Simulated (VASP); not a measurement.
Consider the following.

```
CELL_PARAMETERS angstrom
      4.15448     0.00000     0.00000
     -2.07724     3.59788     0.00000
      0.00000     0.00000     4.75370
ATOMIC_POSITIONS crystal
  Sr 0.33333 0.66667 0.99632
  Ga 0.66667 0.33333 0.55474
  Ge 0.00000 0.00000 0.43548
  H  0.66667 0.33333 0.91908
```

The numbers are results of LDA (Ceperley-Alder, Perdew-Zunger), VASP's LDA PAW potentials (set 64) (plane waves; VASP 6.6.1), not measurements. Settings: 400 eV cut-off, 14×14×11 Γ-centred mesh, Gaussian smearing of 0.010 eV, potentials Sr_sv Ga_d Ge_d H.

Problem. What does the run give for the energy per atom (σ→0)?

Solution. 
The energy per atom (σ→0) comes out as -4.110 eV/atom.

The structure comes from a computed database's SrGaGeH entry (P3m1); how it stands against other phases isn't given here. It was relaxed first, which changed the volume by -7 %.
